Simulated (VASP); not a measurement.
# V: formation energy of a vacancy on the V site, part 3 of 3

Aim: the formation energy and local structure of a vacancy on the V site in V.

VASP 6.6.1; PBEsol, no spin polarisation; plane waves and PAW (V).

So far. Step 3 (Relax the host again, on a new basis): The start already met the threshold, so nothing moved. Step 4 (The perfect supercell): The host is treated as a metal, as its relaxation found a gap under 0.3 eV or none, and only the neutral defect is run.

**5. Relaxing the defect**

System of this step: V. The cell holds 53 atoms: 53 V. Its edges and angles: a = 8.830 Å, b = 8.830 Å, c = 8.830 Å, α = 90.0°, β = 90.0°, γ = 90.0°. It derives from V. Nearest the centre at fractional (0.000, 0.000, 0.000): V5 at 2.55 Å, V11 at 2.55 Å, V28 at 2.55 Å, V53 at 2.55 Å, V51 at 2.55 Å, V41 at 2.55 Å, V37 at 2.55 Å, V33 at 2.55 Å.

The host is treated as a metal, since its gap is under 0.3 eV or closed. The run keeps 48 symmetry operations, which cuts the number of k-points but bars distortions that break them. The atoms relax at the host's fixed cell.

INCAR reads:

```
SYSTEM = V
PREC = Normal
ENCUT = 300
EDIFF = 1E-05
NELM = 120
ISMEAR = 1
SIGMA = 0.2
LREAL = Auto
ALGO = Fast
GGA = PS
NBANDS = 176
LASPH = .TRUE.
LORBIT = 11
LWAVE = .FALSE.
LCHARG = .TRUE.
KPAR = 4
NCORE = 2
IBRION = 2
NSW = 50
ISIF = 2
EDIFFG = -0.03
POTIM = 0.4
MAXMIX = 40
ISYM = 2
```

POSCAR reads:

```
V
1.0
    8.8297515330      0.0000000000      0.0000000000
    0.0000000000      8.8297515330      0.0000000000
    0.0000000000      0.0000000000      8.8297515330
V
53
Direct
    0.3333333300      0.0000000000      0.0000000000
    0.6666666700      0.0000000000      0.0000000000
    0.0000000000      0.3333333300      0.0000000000
    0.0000000000      0.0000000000      0.3333333300
    0.1666666700      0.1666666700      0.1666666700
    0.3333333300      0.3333333300      0.0000000000
    0.3333333300      0.0000000000      0.3333333300
    0.5000000000      0.1666666700      0.1666666700
    0.6666666700      0.3333333300      0.0000000000
    0.6666666700      0.0000000000      0.3333333300
    0.8333333300      0.1666666700      0.1666666700
    0.0000000000      0.6666666700      0.0000000000
    0.0000000000      0.3333333300      0.3333333300
    0.1666666700      0.5000000000      0.1666666700
    0.3333333300      0.6666666700      0.0000000000
    0.0000000000      0.0000000000      0.6666666700
    0.1666666700      0.1666666700      0.5000000000
    0.3333333300      0.3333333300      0.3333333300
    0.5000000000      0.5000000000      0.1666666700
    0.6666666700      0.6666666700      0.0000000000
    0.3333333300      0.0000000000      0.6666666700
    0.5000000000      0.1666666700      0.5000000000
    0.6666666700      0.3333333300      0.3333333300
    0.8333333300      0.5000000000      0.1666666700
    0.6666666700      0.0000000000      0.6666666700
    0.8333333300      0.1666666700      0.5000000000
    0.0000000000      0.6666666700      0.3333333300
    0.1666666700      0.8333333300      0.1666666700
    0.0000000000      0.3333333300      0.6666666700
    0.1666666700      0.5000000000      0.5000000000
    0.3333333300      0.6666666700      0.3333333300
    0.5000000000      0.8333333300      0.1666666700
    0.1666666700      0.1666666700      0.8333333300
    0.3333333300      0.3333333300      0.6666666700
    0.5000000000      0.5000000000      0.5000000000
    0.6666666700      0.6666666700      0.3333333300
    0.8333333300      0.8333333300      0.1666666700
    0.5000000000      0.1666666700      0.8333333300
    0.6666666700      0.3333333300      0.6666666700
    0.8333333300      0.5000000000      0.5000000000
    0.8333333300      0.1666666700      0.8333333300
    0.0000000000      0.6666666700      0.6666666700
    0.1666666700      0.8333333300      0.5000000000
    0.1666666700      0.5000000000      0.8333333300
    0.3333333300      0.6666666700      0.6666666700
    0.5000000000      0.8333333300      0.5000000000
    0.5000000000      0.5000000000      0.8333333300
    0.6666666700      0.6666666700      0.6666666700
    0.8333333300      0.8333333300      0.5000000000
    0.8333333300      0.5000000000      0.8333333300
    0.1666666700      0.8333333300      0.8333333300
    0.5000000000      0.8333333300      0.8333333300
    0.8333333300      0.8333333300      0.8333333300
```

KPOINTS reads:

```
Automatic mesh
0
Monkhorst-Pack
4 4 4
0 0 0
```

PAW data sets: V (PBE family, release 64).

Run with:

```sh
mpirun -np 8 vasp_std
```

Log:

```text
[banner, memory and clock lines left out]
running    8 mpi-ranks, on    1 nodes
 distrk:  each k-point on    2 cores,    4 groups
 distr:  one band on    2 cores,    1 groups

 POSCAR found type information on POSCAR V
 POSCAR found :  1 types and      53 ions
 [... a notice as in an earlier step ...]

 LDA part: xc-table for (Slater+PW92), standard interpolation
 POSCAR, INCAR and KPOINTS ok, starting setup
 FFT: planning ... GRIDC
 FFT: planning ... GRID_SOFT
 FFT: planning ... GRID
 WAVECAR not read
 entering main loop
       N       E                     dE             d eps       ncg     rms          rms(c)
DAV:   1     0.161747696745E+04    0.16175E+04   -0.56024E+04  1408   0.110E+03
DAV:   2    -0.256483734586E+03   -0.18740E+04   -0.17985E+04  1408   0.336E+02
DAV:   3    -0.552879002151E+03   -0.29640E+03   -0.27329E+03  2256   0.153E+02
DAV:   4    -0.581873585346E+03   -0.28995E+02   -0.26862E+02  2240   0.617E+01
DAV:   5    -0.583067533289E+03   -0.11939E+01   -0.11648E+01  2208   0.113E+01    0.965E+01
RMM:   6    -0.525171775144E+03    0.57896E+02   -0.25357E+02  1408   0.794E+01    0.284E+01
RMM:   7    -0.555669756914E+03   -0.30498E+02   -0.16092E+02  1418   0.572E+01    0.454E+01
RMM:   8    -0.505480043070E+03    0.50190E+02   -0.75969E+01  1408   0.451E+01    0.108E+01
RMM:   9    -0.507344757337E+03   -0.18647E+01   -0.32611E+01  1711   0.173E+01    0.120E+01
RMM:  10    -0.506058754446E+03    0.12860E+01   -0.72850E+00  1410   0.124E+01    0.492E+00
RMM:  11    -0.506253180308E+03   -0.19443E+00   -0.44612E+00  1521   0.781E+00    0.456E+00
RMM:  12    -0.506102804416E+03    0.15038E+00   -0.16099E+00  1540   0.455E+00    0.185E+00
RMM:  13    -0.506145565719E+03   -0.42761E-01   -0.84862E-01  1763   0.263E+00    0.151E+00
RMM:  14    -0.506148998658E+03   -0.34329E-02   -0.31496E-01  1568   0.194E+00    0.118E+00
RMM:  15    -0.506155502367E+03   -0.65037E-02   -0.15314E-01  1627   0.131E+00    0.991E-01
RMM:  16    -0.506146141187E+03    0.93612E-02   -0.46586E-02  1456   0.954E-01    0.225E-01
RMM:  17    -0.506149881576E+03   -0.37404E-02   -0.44228E-02  2006   0.312E-01    0.181E-01
RMM:  18    -0.506150017408E+03   -0.13583E-03   -0.49737E-03  1822   0.162E-01    0.154E-01
RMM:  19    -0.506149860176E+03    0.15723E-03   -0.14443E-03  1689   0.109E-01    0.954E-02
RMM:  20    -0.506149834903E+03    0.25273E-04   -0.97854E-04  1929   0.702E-02    0.339E-02
RMM:  21    -0.506149841368E+03   -0.64651E-05   -0.27142E-04  1814   0.338E-02    0.174E-02
RMM:  22    -0.506149839064E+03    0.23035E-05   -0.32537E-05  1036   0.132E-02
   1 F= -.50614984E+03 E0= -.50612367E+03  d E =-.506150E+03
 curvature:   0.00 expect dE= 0.000E+00 dE for cont linesearch  0.000E+00
 trial: gam= 0.00000 g(F)=  0.592E-01 g(S)=  0.000E+00 ort = 0.000E+00 (trialstep = 0.100E+01)
 search vector abs. value=  0.592E-01
 bond charge predicted
       N       E                     dE             d eps       ncg     rms          rms(c)
DAV:   1    -0.506208680888E+03   -0.58840E-01   -0.25133E+00  1600   0.311E+00    0.611E-01
RMM:   2    -0.506205244318E+03    0.34366E-02   -0.53308E-02  1413   0.111E+00    0.388E-01
RMM:   3    -0.506207027691E+03   -0.17834E-02   -0.35155E-02  1799   0.514E-01    0.354E-01
RMM:   4    -0.506205653789E+03    0.13739E-02   -0.87470E-03  1585   0.341E-01    0.876E-02
RMM:   5    -0.506206118310E+03   -0.46452E-03   -0.56969E-03  1972   0.159E-01    0.939E-02
RMM:   6    -0.506206045134E+03    0.73176E-04   -0.10244E-03  1659   0.991E-02    0.474E-02
RMM:   7    -0.506206043255E+03    0.18787E-05   -0.39734E-04  1842   0.506E-02    0.199E-02
RMM:   8    -0.506206044634E+03   -0.13790E-05   -0.10060E-04  1516   0.300E-02    0.934E-03
RMM:   9    -0.506206043897E+03    0.73734E-06   -0.24177E-05   927   0.146E-02
   2 F= -.50620604E+03 E0= -.50618016E+03  d E =-.562048E-01
[... from here on, the cycles between the ionic steps are left out ...]
   3 F= -.50633576E+03 E0= -.50631038E+03  d E =-.185923E+00
   4 F= -.50630426E+03 E0= -.50627312E+03  d E =-.154422E+00
   5 F= -.50637820E+03 E0= -.50635147E+03  d E =-.228362E+00
   6 F= -.50643736E+03 E0= -.50641001E+03  d E =-.591573E-01
   7 F= -.50649973E+03 E0= -.50647017E+03  d E =-.121533E+00
   8 F= -.50650411E+03 E0= -.50647488E+03  d E =-.125905E+00
   9 F= -.50650445E+03 E0= -.50647512E+03  d E =-.126246E+00
  10 F= -.50652459E+03 E0= -.50649646E+03  d E =-.201448E-01
  11 F= -.50653184E+03 E0= -.50650466E+03  d E =-.273932E-01
  12 F= -.50653287E+03 E0= -.50650610E+03  d E =-.284194E-01
  13 F= -.50653740E+03 E0= -.50651073E+03  d E =-.453479E-02
 trial-energy change:   -0.004535  1 .order   -0.004506   -0.005870   -0.003142
 step:   4.4108(harm=  4.4108)  dis= 0.01045  next Energy=  -506.539182 (dE=-0.631E-02)
 bond charge predicted
       N       E                     dE             d eps       ncg     rms          rms(c)
DAV:   1    -0.506540707827E+03   -0.33037E-02   -0.80581E-01  1408   0.176E+00    0.422E-01
RMM:   2    -0.506537905647E+03    0.28022E-02   -0.18103E-02  1412   0.636E-01    0.152E-01
RMM:   3    -0.506539018200E+03   -0.11126E-02   -0.11579E-02  1794   0.215E-01    0.149E-01
RMM:   4    -0.506539117418E+03   -0.99218E-04   -0.28449E-03  1979   0.103E-01    0.117E-01
RMM:   5    -0.506539151861E+03   -0.34443E-04   -0.43655E-04  1777   0.293E-02    0.119E-01
RMM:   6    -0.506539177859E+03   -0.25998E-04   -0.16176E-04  1497   0.263E-02    0.123E-01
RMM:   7    -0.506539091788E+03    0.86071E-04   -0.15034E-04  1659   0.349E-02    0.106E-01
RMM:   8    -0.506539071466E+03    0.20322E-04   -0.44272E-05  1090   0.151E-02    0.989E-02
RMM:   9    -0.506539062377E+03    0.90886E-05   -0.18608E-05   827   0.158E-02
  14 F= -.50653906E+03 E0= -.50651255E+03  d E =-.619520E-02
 curvature:  -2.54 expect dE=-0.203E-02 dE for cont linesearch -0.862E-04
 trial: gam= 0.41484 g(F)=  0.799E-03 g(S)=  0.000E+00 ort =-0.334E-03 (trialstep = 0.252E+01)
 search vector abs. value=  0.109E-02
 reached required accuracy - stopping structural energy minimisation
```

The job ended after 11 min (8 MPI ranks of AMD EPYC 7R43, shared host; peak memory 2 GiB).

OUTCAR, selected parts (step 5):

```text
   NELECT =     265.0000    total number of electrons

 E-fermi :   6.3895

 k-point     1 :       0.1250    0.1250    0.1250
  band No.  band energies     occupation
    ...
    126       6.4105      0.82349
    127       6.4107      0.82129
    128       6.4107      0.82129
    129       6.4354      0.62272
    130       6.4451      0.54863
    131       6.4926      0.24304
    132       6.4926      0.24304
    133       6.4974      0.21802
    134       6.5043      0.18383
    135       6.5313      0.07399
    ...

  Total       -7.5494029     -7.5494029     -7.5494029      0.0000000     -0.0000000      0.0000000
  in kB      -17.5702419    -17.5702419    -17.5702419      0.0000000     -0.0000000      0.0000000
  external PRESSURE =     -17.5702419 kB  Pullay stress =       0.0000000 kB

 POSITION                                       TOTAL-FORCE (eV/Angst)
 -----------------------------------------------------------------------------------
      3.03032      0.00000      0.00000        -0.025820      0.000000     -0.000000
      5.79943      0.00000      0.00000         0.025820      0.000000     -0.000000
      0.00000      3.03032      0.00000         0.000000     -0.025820     -0.000000
      0.00000      0.00000      3.03032         0.000000      0.000000     -0.025820
      1.38582      1.38582      1.38582        -0.012265     -0.012265     -0.012265
      2.92557      2.92557      0.00000        -0.013463     -0.013463     -0.000000
      2.92557      0.00000      2.92557        -0.013463      0.000000     -0.013463
      4.41488      1.49256      1.49256         0.000000      0.014336      0.014336
      5.90419      2.92557      0.00000         0.013463     -0.013463     -0.000000
      5.90419      0.00000      2.92557         0.013463      0.000000     -0.013463
      7.44393      1.38582      1.38582         0.012265     -0.012265     -0.012265
      0.00000      5.79943      0.00000         0.000000      0.025820     -0.000000
      0.00000      2.92557      2.92557         0.000000     -0.013463     -0.013463
      1.49256      4.41488      1.49256         0.014336      0.000000      0.014336
      2.92557      5.90419      0.00000        -0.013463      0.013463     -0.000000
      0.00000      0.00000      5.79943         0.000000      0.000000      0.025820
      1.49256      1.49256      4.41488         0.014336      0.014336     -0.000000
      2.93736      2.93736      2.93736        -0.011319     -0.011319     -0.011319
      4.41488      4.41488      1.47117         0.000000      0.000000      0.011124
      5.90419      5.90419      0.00000         0.013463      0.013463     -0.000000
      2.92557      0.00000      5.90419        -0.013463      0.000000      0.013463
      4.41488      1.47117      4.41488         0.000000      0.011124     -0.000000
      5.89239      2.93736      2.93736         0.011319     -0.011319     -0.011319
      7.33720      4.41488      1.49256        -0.014336      0.000000      0.014336
[...]
-----------------------------------------------------------------------------------
    total drift:                               -0.000000      0.000000      0.000000

  FREE ENERGIE OF THE ION-ELECTRON SYSTEM (eV)
  ---------------------------------------------------
  free  energy   TOTEN  =      -506.5390623774 eV

  energy  without entropy=     -506.4595201867  energy(sigma->0) =     -506.51254831

[... 8 parts as in an earlier step ...]

[... 8 further parts left out ...]
```

The steps of the relaxation:

```
step  energy less that of the first step (eV)  largest force (eV/Å)
   1                                   0.0000                0.3147
   2                                  -0.0562                0.2816
   3                                  -0.1859                0.2833
   4                                  -0.1544                0.4459
   5                                  -0.2284                0.2573
   6                                  -0.2875                0.2050
   7                                  -0.3499                0.1692
   8                                  -0.3543                0.1430
   9                                  -0.3546                0.1447
  10                                  -0.3748                0.0731
  11                                  -0.3820                0.0520
  12                                  -0.3830                0.0570
  13                                  -0.3876                0.0343
  14                                  -0.3892                0.0258
```

The atoms that moved most (Å):

```
atom      dx      dy      dz  length
 V53   0.086   0.086   0.086   0.149
 V41   0.086  -0.086   0.086   0.149
 V37   0.086   0.086  -0.086   0.149
 V51  -0.086   0.086   0.086   0.149
 V11   0.086  -0.086  -0.086   0.149
 V28  -0.086   0.086  -0.086   0.149
 V33  -0.086  -0.086   0.086   0.149
  V5  -0.086  -0.086  -0.086   0.149
```

Numbers from this step:

```yaml
electronic_cycles: 141
electrons: 265
free_energy_toten: -506.5391 eV
energy_at_zero_smearing: -506.5125 eV
fermi_energy: 6.389 eV
```

Valence density in the ac plane at fractional y = 0.000, through the centre, with atoms of V within 0.45 Å of it. It is the smooth field of the valence electrons, not physical close to the nuclei.

Ten even steps from '_' (0.1 e/Å³) to '@' (2.0 e/Å³), each cell a mean:
```
____________..==####--........++##**--..__________
____________..::----..........::--::....__________
____________............____............__________
__________....______________________....__________
________........____________________......________
......................______......................
==--....__....==++==::..____..--++++--..____..::--
@@++::____..::**@@##::..____..==@@@@==..____..--##
%%++::____..::++##**::..____..==####==..____..--##
==::....____..::--::..______....::::....____..::--
......________......__________........______......
......________________________________________....
......______________________________________......
::....______..........______............____....::
**==..____....==++==....____..--++++--..____..::++
@@**::____..::**@@##::..____..==@@%%==..____..--%%
**==....__..::++%%**::..____..==####==..____..::++
::............::--::....____..::----::..........::
______................________................____
__________....______________________......________
__________......____________________....__________
____________............................__________
____________..--++++::........--++==::..__________
____________..++@@%%--......::**@@%%--..__________
```
Columns run along a (8.8 Å), rows up along c (8.8 Å). Atoms in or near the plane, at fractional coordinates: V at (0.34, 0.00), V at (0.66, 0.00), V at (0.00, 0.34), V at (0.33, 0.33), V at (0.67, 0.33), V at (0.00, 0.66), V at (0.33, 0.67), V at (0.67, 0.67).

The run ended after 14 ionic steps, 0.389 eV below its first step, once the forces on the free atoms met EDIFFG = -0.03.

The 8 first neighbours (V) lie 2.55 Å from the site in the perfect crystal and 2.40 Å on average after the relaxation (-5.8 %).

**6. Putting the energies together**

This step: point defect, PBEsol; plane waves and PAW (VASP 6.6.1).

No new run; the numbers come from the runs before.

This step gave:

```yaml
formation_energy_of_the_neutral_defect: 2.599 eV
```

Formation energy:

```
formation energy (eV)  largest move (Å)
                2.599            0.1486
```

The formation energy is the energy of the relaxed defect cell less that of the perfect cell, with each removed atom booked to its reference and each added atom taken from it.

References, in eV an atom: V -9.606 (the host). They were run at the supercell's cutoff and functional, without U, and count both elements from their own phases.

**7. Results**

| Item | Value |
| --- | --- |
| formation energy at charge 0 | 2.599 eV |

What this shows: A vacancy on the V site costs 2.60 eV, with every exchanged atom at the energy of its element. The 8 first neighbours (V) lie 2.55 Å from the site in the perfect crystal and 2.40 Å on average after the relaxation (-5.8 %). With metallic smearing the value can move by tenths of an eV with the k mesh. The supercell of 54 atoms is small, so interactions between images remain.

[Lines on the potential files, build, host, timing and source positions are cut from VASP's logs without a mark.]

[Logs are printed without paths, hosts, clocks, repeated set-up lines and the standing remarks that a program may print on its own settings, such as how far it seeks lower states.]

[Hosts, paths, dates, database ids (printed as entryN), source tags and the programs' standing remarks are cut or masked in the printed files.]

[In band tables of VASP the shares of atoms and orbitals are scaled to a sum of 1 inside the atoms' spheres.]

[Runs that stopped without an error message from VASP are left out.]
